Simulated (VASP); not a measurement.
VASP ran on this input.

**POSCAR**
```
Cd
1
    1.4959580195    -2.5910755957     0.0000000000
    1.4959580195     2.5910755957     0.0000000000
    0.0000000000     0.0000000000     5.3901638387
Cd
2
Direct
  0.3333330000   0.6666670000   0.2500000000
  0.6666670000   0.3333330000   0.7500000000
```

### KPOINTS
```
Automatic
0
Gamma
14 14 7
```

### INCAR
```
ALGO=Normal
EDIFF=1E-6
EDIFFG=-0.02
ENCUT=500
GGA=PS
IBRION=2
ISIF=3
ISMEAR=1
LASPH=.True.
LCHARG=.False.
LMAXMIX=4
LREAL=.False.
LWAVE=.False.
NELM=100
NSW=40
PREC=Accurate
PSTRESS=50
SIGMA=0.1
SYSTEM=Cd
```

POTCAR, in this order: Cd (PBE.64 set). Program: vasp_std.

Translate this PBEsol calculation to Ansatz.

One equivalent input (not run):
Ansatz 0.2 input:
```yaml
crystal:
  lattice:
    - [1.4959580, -2.5910756, 0.0000000]
    - [1.4959580, 2.5910756, 0.0000000]
    - [0.0000000, 0.0000000, 5.3901638]
  atoms:
    - { symbol: Cd, position: [0.3333330, 0.6666670, 0.2500000] }
    - { symbol: Cd, position: [0.6666670, 0.3333330, 0.7500000] }
kpoints:
  mp_grid: { grid: [14, 14, 7] }
hamiltonian:
  xc: pbesol
  pseudopotentials: { kind: paw }
scf:
  occupations: { method: methfessel_paxton, width: 0.1 }
  max_iter: 100
relax:
  max_steps: 40
  f_tol: 0.02
  cell: { p_target: 5 }
output: { forces: true, stress: true, eigenvalues: true }
```
The two are equivalent in intent, not identical: each code has its own PAW files, so the cut-off isn't converted (ENCUT is set for VASP's; basis.ecutwfc is left out, and Ansatz then takes the one that its files recommend); Ansatz stops its SCF on the density residual and VASP on the energy change (EDIFF).

The compound is Cd in the hcp structure. This run relaxes it under an external pressure of 5 GPa. Symmetry was kept, so distortions that lower it aren't found.
